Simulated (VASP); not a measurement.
# MgWBr4O (C2) in VASP: reference runs

How does MgWBr4O come out in PBE? The cell is run as given.

All numbers are computed with VASP 6.6.1; they aren't measurements. Logs are shortened: lines on timing, memory, paths and dates and some standing lists are left out, and cuts for length are marked.

## Step 1: The structure

Symmetry: C2, No. 5, monoclinic system. Conventional cell: a = 13.387 Å, b = 3.933 Å, c = 9.465 Å, α = 90.00°, β = 134.99°, γ = 90.00°. W (site symmetry 2) has 2 O at 1.97 Å as nearest neighbours. Around Br (site symmetry 1) lie 1 Mg at 2.58 Å and 1 W at 2.68 Å. Br (site symmetry 1) is surrounded by 1 Mg at 2.58 Å and 1 W at 2.68 Å. Mg (site symmetry 2) has 4 Br at 2.58 Å as nearest neighbours. O (site symmetry 2) has 2 W at 1.97 Å as nearest neighbours.

The cell comes from a database or a generator and needn't be the stable form of this composition.

## Step 2: Single point, PBE

Input file INCAR:

```
SYSTEM = MgWBr4O
PREC = Accurate ; ENCUT = 520
EDIFF = 1E-7 ; ISMEAR = -1
SIGMA = 0.05 ; LREAL = .False.
LASPH = .True. ; NELM = 80
ALGO = Normal ; ISIF = 2
LWAVE = .False. ; LCHARG = .True.
GGA = PE ; LELF = .True.
LVHAR = .True. ; NBANDS = 34
```

Input file KPOINTS:

```
Automatic mesh
0
Gamma
  7 7 4
  0 0 0
```

Input file POSCAR:

```
MgWBr4O
1.0
    6.6936181217     -1.9662910634      0.0000000000
    6.6936181217      1.9662910634      0.0000000000
   -6.6910355183      0.0000000000      6.6944538826
W Br Mg O
1 4 1 1
Direct
    0.9844610000      0.0155390000      0.0000000000
    0.2995900000      0.2419170000      0.1913300000
    0.7580830000      0.7004100000      0.8086700000
    0.8550250000      0.9860470000      0.6497590000
    0.0139530000      0.1449750000      0.3502410000
    0.2311720000      0.7688280000      0.5000000000
    0.4841510000      0.5158490000      0.0000000000
```

Potentials or basis: VASP PAW PBE potentials, release 64 (W_sv, Br, Mg, O).

On the command line:

```console
$ cat potpaw_PBE.64/W_sv/POTCAR potpaw_PBE.64/Br/POTCAR potpaw_PBE.64/Mg/POTCAR potpaw_PBE.64/O/POTCAR > POTCAR
$ mpirun -np 1 vasp_std > vasp.out
```

OUTCAR:

```text
SYSTEM = MgWBr4O
   PREC = Accurate
   ENCUT = 520
   EDIFF = 1E-7
   ISMEAR = -1
   LREAL = .False.
   LASPH = .True.
   NELM = 80
   ISIF = 2
   GGA = PE

 ion  position               nearest neighbor table
   1  0.984  0.016  0.000-   7 1.97   7 1.97   2 2.68   3 2.68   4 2.68   5 2.68
   2  0.300  0.242  0.191-   6 2.58   1 2.68
   3  0.758  0.700  0.809-   6 2.58   1 2.68
   4  0.855  0.986  0.650-   6 2.58   1 2.68
   5  0.014  0.145  0.350-   6 2.58   1 2.68
   6  0.231  0.769  0.500-   4 2.58   5 2.58   3 2.58   2 2.58
   7  0.484  0.516  0.000-   1 1.97   1 1.97

  LATTYP: Found a base centered monoclinic cell.
 ALAT       =    13.3872362434
 B/A-ratio  =     0.2937560864
 C/A-ratio  =     0.7070145369
 COS(beta)  =    -0.7069261784

  Lattice vectors:

 A1 = (   6.6936181217,  -1.9662910634,   0.0000000000)
 A2 = (   6.6936181217,   1.9662910634,   0.0000000000)
 A3 = (  -6.6910355183,   0.0000000000,   6.6944538826)

Analysis of symmetry for initial positions (statically):
=====================================================================
 Subroutine PRICEL returns:
 Original cell was already a primitive cell.

 Routine SETGRP: Setting up the symmetry group for a
 base centered monoclinic supercell.

 Subroutine GETGRP returns: Found  2 space group operations
 (whereof  2 operations were pure point group operations)
 out of a pool of  4 trial point group operations.

The static configuration has the point symmetry C_2 .

Analysis of symmetry for dynamics (positions and initial velocities):
=====================================================================
 Subroutine PRICEL returns:
 Original cell was already a primitive cell.

 Routine SETGRP: Setting up the symmetry group for a
 base centered monoclinic supercell.

 Subroutine GETGRP returns: Found  2 space group operations
 (whereof  2 operations were pure point group operations)
 out of a pool of  4 trial point group operations.

The dynamic configuration has the point symmetry C_2 .

 Subroutine INISYM returns: Found  2 space group operations
 (whereof  2 operations are pure point group operations),
 and found     1 'primitive' translations

----------------------------------------------------------------------------------------

                                     Primitive cell

  volume of cell :     176.2195

  direct lattice vectors                    reciprocal lattice vectors
     6.693618122 -1.966291063  0.000000000     0.074698017 -0.254285853  0.074659874
     6.693618122  1.966291063  0.000000000     0.074698017  0.254285853  0.074659874
    -6.691035518  0.000000000  6.694453883     0.000000000  0.000000000  0.149377383

  length of vectors
     6.976447814  6.976447814  9.464970634     0.275345575  0.275345575  0.149377383

  position of ions in fractional coordinates (direct lattice)
     0.984461000  0.015539000  0.000000000
     0.299590000  0.241917000  0.191330000
     0.758083000  0.700410000  0.808670000
     0.855025000  0.986047000  0.649759000
     0.013953000  0.144975000  0.350241000
     0.231172000  0.768828000  0.500000000
     0.484151000  0.515849000  0.000000000

  ion indices of the primitive-cell ions
   primitive index   ion index
                 1           1
                 2           2
                 3           3
                 4           4
                 5           5
                 6           6
                 7           7

----------------------------------------------------------------------------------------

 KPOINTS: Automatic mesh

Automatic generation of k-mesh.
 Grid dimensions read from file:
 generate k-points for:    7    7    4

 Generating k-lattice:

  Cartesian coordinates                     Fractional coordinates (reciprocal lattice)
     0.010671145 -0.036326550  0.010665696     0.142857143  0.000000000 -0.000000000
     0.010671145  0.036326550  0.010665696     0.000000000  0.142857143 -0.000000000
     0.000000000  0.000000000  0.037344346     0.000000000  0.000000000  0.250000000

  Length of vectors
     0.039335082  0.039335082  0.037344346

  Shift w.r.t. Gamma in fractional coordinates (k-lattice)
     0.000000000  0.000000000  0.000000000

 Subroutine IBZKPT returns following result:
 ===========================================

 Found     60 irreducible k-points:

 Following reciprocal coordinates:
            Coordinates               Weight
  0.000000  0.000000  0.000000      1.000000
  0.142857 -0.000000  0.000000      4.000000
  0.285714  0.000000  0.000000      4.000000
  0.428571 -0.000000  0.000000      4.000000
  0.142857  0.142857  0.000000      2.000000
  0.285714  0.142857 -0.000000      4.000000
[... 16 lines left out ...]
 -0.142857  0.000000  0.250000      4.000000
  0.142857  0.142857  0.250000      2.000000
 [... further k-points ...]
   k-points           NKPTS =     60   k-points in BZ     NKDIM =     60   number of bands    NBANDS=     34
   number of dos      NEDOS =    301   number of ions     NIONS =      7
   total plane-waves  NPLWV = 204120
   dimension x,y,z NGX =    54 NGY =   54 NGZ =   70
   dimension x,y,z NGXF=   108 NGYF=  108 NGZF=  140
   ions per type =               1   4   1   1
   NGX,Y,Z   is equivalent  to a cutoff of  12.87, 12.87, 12.30 a.u.
   NGXF,Y,Z  is equivalent  to a cutoff of  25.74, 25.74, 24.59 a.u.
 SYSTEM =  MgWBr4O
   PREC   = accura    normal or accurate (medium, high low for compatibility)
   ISTART =      0    job   : 0-new  1-cont  2-samecut
   ICHARG =      2    charge: 1-file 2-atom 10-const
   ISPIN  =      1    spin polarized calculation?
   LNONCOLLINEAR =      F non collinear calculations
   LSORBIT =      F    spin-orbit coupling
   LASPH  =      T    aspherical Exc in radial PAW
   ENCUT  =  520.0 eV  38.22 Ry    6.18 a.u.  12.97 12.97 17.60*2*pi/ulx,y,z
   NELM   =     80;   NELMIN=  2; NELMDL= -5     # of ELM steps
   EDIFF  = 0.1E-06   stopping-criterion for ELM
   LREAL  =      F    real-space projection
   EDIFFG = 0.1E-05   stopping-criterion for IOM
   NSW    =      0    number of steps for IOM
   IBRION =     -1    ionic relax: 0-MD 1-quasi-New 2-CG
   NFREE  =      0    steps in history (QN), initial steepest desc. (CG)
   ISIF   =      2    stress and relaxation
   ISYM   =      2    0-nonsym 1-usesym 2-fastsym
   POTIM  = 0.5000    time-step for ionic-motion
   TEBEG  =    0.0;   TEEND  =   0.0 temperature during run
   PSTRESS=    0.0 pullay stress
   NELECT =      50.0000    total number of electrons
   NUPDOWN=      -1.0000    fix difference up-down
   EMIN   =  10.00;   EMAX   =-10.00  energy-range for DOS
   EFERMI =   0.00;   METHOD = LEGACY
   ISMEAR =    -1;   SIGMA  =   0.05  broadening in eV -4-tet -1-fermi 0-gaus
   EFERMI_NEDOS =   21; number of points for ismear=-14 and -15
   IALGO  =     38    algorithm
   IMIX   =      4    mixing-type and parameters
     AMIX     =   0.40;   BMIX     =  1.00
     AMIX_MAG =   1.60;   BMIX_MAG =  1.00
  volume/ion in A,a.u.               =      25.17       169.88
  Fermi-wavevector in a.u.,A,eV,Ry     =   1.075755  2.032883 15.745338  1.157250
  Thomas-Fermi vector in A             =   2.211621
   LORBIT       =      0    0 simple, 1 ext, 2 COOP (PROOUT), +10 PAW based schemes
   GGA     = PE    functional components
   LHFCALC =     F    Hartree Fock is set to
   AEXX    =    0.0000 exact exchange contribution
   IVDW    =     0    specifies the selected vdW correction
   LEPSILON=     F    determine dielectric tensor
   LRPA    =     F    only Hartree local field effects (RPA)
 non-spin polarized calculation
  energy-cutoff  :      520.00
  volume of cell :      176.22
 maximum number of plane-waves:      4776
 NGX is ok and might be reduce to    54
   NGX = 25   NGY = 25   NGZ = 35

 number of electron      50.0000000 magnetization

 Free energy of the ion-electron system (eV)
  ---------------------------------------------------
  ext. energy  EPLUGINS =         0.00000000
  ---------------------------------------------------
  free energy    TOTEN  =       -32.77244984 eV

  energy without entropy =      -32.71889922  energy(sigma->0) =      -32.74567453

 E-fermi :   2.7131     XC(G=0):  -8.7852

 val. band max:        2.7114628771   @ k =   0.2857   0.0000   0.5000
 cond. band min:       2.7133238847   @ k =  -0.4286   0.0000   0.2500
 fundamental gap:      0.0018610076
 Fermi energy:         2.7130967890

 k-point     1 :       0.0000    0.0000    0.0000
  band No.  band energies     occupation
      1     -72.6891      2.00000
      2     -37.1070      2.00000
      3     -36.6955      2.00000
      4     -36.6950      2.00000
      5     -16.9453      2.00000
      6     -13.1280      2.00000
[... 26 lines left out ...]
     33       8.1803      0.00000
     34       8.4994      0.00000

 k-point     2 :       0.1429   -0.0000    0.0000
  band No.  band energies     occupation
      1     -72.6890      2.00000
      2     -37.1183      2.00000
      3     -36.6950      2.00000
      4     -36.6945      2.00000
      5     -16.7580      2.00000
      6     -13.0694      2.00000
[... 26 lines left out ...]
     33       8.2579      0.00000
     34       8.7044      0.00000

 k-point     3 :       0.2857    0.0000    0.0000
  band No.  band energies     occupation
      1     -72.6888      2.00000
      2     -37.1434      2.00000
      3     -36.6939      2.00000
      4     -36.6934      2.00000
      5     -16.2971      2.00000
      6     -12.9198      2.00000
[... 26 lines left out ...]
     33       8.6102      0.00000
     34       9.1734      0.00000
[... 704 lines left out ...]
 k-point    23 :      -0.1429    0.0000    0.2500
  band No.  band energies     occupation
      1     -72.6890      2.00000
      2     -37.1182      2.00000
      3     -36.6950      2.00000
      4     -36.6945      2.00000
      5     -16.7578      2.00000
      6     -13.0411      2.00000
[... 26 lines left out ...]
     33       8.2798      0.00000
     34       8.7609      0.00000

 k-point    24 :       0.1429    0.1429    0.2500
  band No.  band energies     occupation
      1     -72.6891      2.00000
      2     -37.1070      2.00000
      3     -36.6955      2.00000
      4     -36.6950      2.00000
      5     -16.9447      2.00000
      6     -12.9519      2.00000
[... 26 lines left out ...]
     33       7.9487      0.00000
     34       8.4288      0.00000

 [... further k-points ...]

------------------------ aborting loop because EDIFF is reached ----------------------------------------

  FORCE on cell =-STRESS in cart. coord.  units (eV):
  Direction    XX          YY          ZZ          XY          YZ          ZX
  --------------------------------------------------------------------------------------
  -------------------------------------------------------------------------------------
  Total       -2.6269854     -5.7307092     -2.6429915      0.0000000      0.0000000     -0.0204182
  in kB      -23.8844008    -52.1032802    -24.0299276      0.0000000      0.0000000     -0.1856415
  external PRESSURE =     -33.3392029 kB  Pullay stress =       0.0000000 kB

 VOLUME and BASIS-vectors are now :
 -----------------------------------------------------------------------------
  energy-cutoff  :      520.00
  volume of cell :      176.22
      direct lattice vectors                 reciprocal lattice vectors
     6.693618122 -1.966291063  0.000000000     0.074698017 -0.254285853  0.074659874
     6.693618122  1.966291063  0.000000000     0.074698017  0.254285853  0.074659874
    -6.691035518  0.000000000  6.694453883     0.000000000  0.000000000  0.149377383

 POSITION                                       TOTAL-FORCE (eV/Angst)
 -----------------------------------------------------------------------------------
      6.69362     -1.90518      0.00000         0.000000      0.013192      0.000000
      2.34445     -0.11340      1.28085        -0.402625      0.039296     -0.300349
      4.35176     -0.11340      5.41360         0.402625      0.039296      0.300349
      7.97587      0.25763      4.34978        -0.301886     -0.058355      0.407339
     -1.27967      0.25763      2.34467         0.301886     -0.058355     -0.407339
      3.34810      1.05719      3.34723        -0.000000     -0.004359      0.000000
      6.69362      0.06233      0.00000         0.000000      0.029284      0.000000
 -----------------------------------------------------------------------------------
    total drift:                               -0.000000      0.000007     -0.000000

  FREE ENERGIE OF THE ION-ELECTRON SYSTEM (eV)
  ---------------------------------------------------
  free  energy   TOTEN  =       -32.7724498428 eV

  energy  without entropy=      -32.7188992178  energy(sigma->0) =      -32.74567453
```

Wall time 12 min (1 thread of Intel Xeon Platinum 8259CL at 2.50GHz (Skylake/Cascade Lake), shared host); peak memory 0.73 GiB.

What came out:

```yaml
Free_energy: -32.7724 eV
Pressure: -3.3 GPa
Largest_force: 0.510 eV/Å
Band_gap_on_the_k_mesh: none (metal or under the smearing width)
```

Forces in eV/Å, atoms in the order of the input:
```
W    0.000  0.013  0.000
Br  -0.403  0.039 -0.300
Br   0.403  0.039  0.300
Br  -0.302 -0.058  0.407
Br   0.302 -0.058 -0.407
Mg   0.000 -0.004  0.000
O    0.000  0.029  0.000
```

Levels at points of the mesh, in eV from the Fermi level:
```csv
k point,band 21,band 22,band 23,band 24,band 25,band 26,band 27,band 28,band 29,band 30
"(0.00, 0.00, 0.00)",-2.56,-2.08,-2.04,-2.03,-0.20,-0.20,-0.14,1.14,1.80,3.71
"(0.00, 0.00, 0.50)",-2.41,-2.39,-2.25,-2.17,-0.29,-0.14,-0.08,1.73,2.34,3.02
```

Spin-orbit coupling is left out, which matters for the levels of W.
